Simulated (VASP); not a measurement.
Data:

```
CELL_PARAMETERS angstrom
      2.79803     0.00000     0.00000
      0.00000     2.79803     0.00000
      0.00000     0.00000     2.79803
ATOMIC_POSITIONS crystal
  Co 0.00000 0.00000 0.00000
  Fe 0.50000 0.50000 0.50000
```
Starting moments (μB, in the order of the record's atoms Co Fe): 1.8 2.7.

Method: PBEsol GGA, VASP's PBE PAW potentials (set 64) (plane waves; VASP). Numerical set-up: 400 eV cut-off, Gaussian smearing of 0.050 eV, potentials Co Fe.

### Question
Give the spin-up energies of bands 1 to 12 at the high-symmetry points, in eV from the Fermi level.

### Answer

```json
[
 {"band": "1", "Γ": "-9.41", "X": "-5.54", "M": "-5.87", "R": "-4.22"},
 {"band": "2", "Γ": "-5.66", "X": "-5.51", "M": "-5.68", "R": "-4.22"},
 {"band": "3", "Γ": "-5.66", "X": "-3.82", "M": "-4.25", "R": "-4.22"},
 {"band": "4", "Γ": "-3.19", "X": "-3.81", "M": "-4.25", "R": "-3.98"},
 {"band": "5", "Γ": "-3.19", "X": "-2.79", "M": "-1.99", "R": "-3.98"},
 {"band": "6", "Γ": "-3.19", "X": "-2.79", "M": "-1.90", "R": "-3.98"},
 {"band": "7", "Γ": "-1.95", "X": "-2.70", "M": "-1.81", "R": "-1.87"},
 {"band": "8", "Γ": "-1.95", "X": "-2.70", "M": "-1.62", "R": "-1.87"},
 {"band": "9", "Γ": "-0.80", "X": "-2.02", "M": "-0.54", "R": "-1.58"},
 {"band": "10", "Γ": "-0.80", "X": "-2.02", "M": "-0.54", "R": "-1.58"},
 {"band": "11", "Γ": "-0.80", "X": "-0.82", "M": "-0.26", "R": "7.90"},
 {"band": "12", "Γ": "9.33", "X": "-0.46", "M": "-0.26", "R": "7.90"}
]
```

### Question
Give the spin-down energies of bands 1 to 12 at the high-symmetry points, in eV from the Fermi level.

### Answer

```csv
band,Γ,X,M,R
1,-9.17,-4.96,-4.46,-2.80
2,-3.88,-4.80,-4.43,-2.80
3,-3.88,-1.93,-2.50,-2.80
4,-1.28,-1.38,-2.50,-2.43
5,-1.28,-1.22,-0.07,-2.43
6,-1.28,-1.22,-0.07,-2.43
7,0.70,-0.42,0.42,0.51
8,0.70,-0.38,0.47,0.51
9,1.58,-0.38,0.75,1.48
10,1.58,0.65,1.44,1.48
11,1.58,1.16,1.82,8.75
12,9.67,2.12,1.82,8.75
```

It has no gap at this level: it comes out as a metal or semimetal.

The structure comes from a measured FeCo entry (Pm-3m) of the Crystallography Open Database, whose conditions weren't checked. It was relaxed first, which changed the volume by -6 %.
